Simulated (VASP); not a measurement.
Data:

```xyz
12
Lattice="4.8568 0.0000 0.0000 0.0000 3.6433 0.0000 0.0000 0.0000 6.8998" Properties=species:S:1:pos:R:3 pbc="T T T"
Si     1.4124     0.9108     4.2319
Si     3.4444     2.7325     2.6679
Si     1.0160     2.7325     0.7820
Si     3.8407     0.9108     6.1178
Ni     2.2238     0.9108     2.0199
Ni     2.6330     2.7325     4.8799
Ni     0.2046     2.7325     5.4698
Ni     4.6522     0.9108     1.4300
Ni     1.5972     0.9108     6.4827
Ni     3.2596     2.7325     0.4171
Ni     0.8312     2.7325     3.0328
Ni     4.0255     0.9108     3.8670
```

The numbers are results of PBE GGA, VASP's PBE PAW potentials (set 64) (plane waves; VASP), not measurements. Numerical set-up: 300 eV cut-off, 5×6×4 Γ-centred mesh, first-order Methfessel-Paxton smearing of 0.10 eV, potentials Si Ni.

At this cut-off the stress carries a Pulay error, which pulls relaxed volumes low.

Problem. Predict the energy per atom (σ→0), pressure, largest force, band gap (on the k-mesh) with the smallest direct gap where there is one.

Solution. 
```json
{
 "band gap (on the k-mesh)": "none (metal, semimetal or under 0.01 eV)",
 "energy per atom (σ→0)": "-5.960 eV/atom",
 "pressure": "19.37 GPa",
 "largest_force": "0.119 eV/Å"
}
```

The absolute energy has meaning only against runs of the same code, potentials and settings.

The structure comes from a computed database's SiNi2 entry; how it stands against other phases isn't given here. The cell was not relaxed at this level. The run is not spin-polarised, so no magnetic state was tried.
